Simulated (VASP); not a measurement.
```
CoO
1.0
    4.26000     2.13000     2.13000
    2.13000     4.26000     2.13000
    2.13000     2.13000     4.26000
Co O
2 2
Cartesian
  0.00000   0.00000   0.00000
  4.26000   4.26000   4.26000
  2.13000   2.13000   2.13000
  6.39000   6.39000   6.39000
```
Starting moments (μB, in the order of the record's atoms Co Co O O): 3.0 -3.0 0.0 0.0.

Computed with PBE GGA, VASP's PBE PAW potentials (set 64) (plane waves; VASP). Run with 520 eV cut-off, 7×7×7 Γ-centred mesh, Gaussian smearing of 0.050 eV, potentials Co O.

Q: Give the stress tensor in GPa (positive for a compressed cell).

A: 
```
-4.23   3.18   3.18
 3.18  -4.23   3.18
 3.18   3.18  -4.23
```
The pressure is its mean diagonal, -4.23 GPa.

The compound is CoO in the rock salt, AFM-II order structure. The cell was not relaxed at this level. The k-mesh is coarse (spacing up to 0.35 per Å, 2π included), so the numbers may not be converged in it.
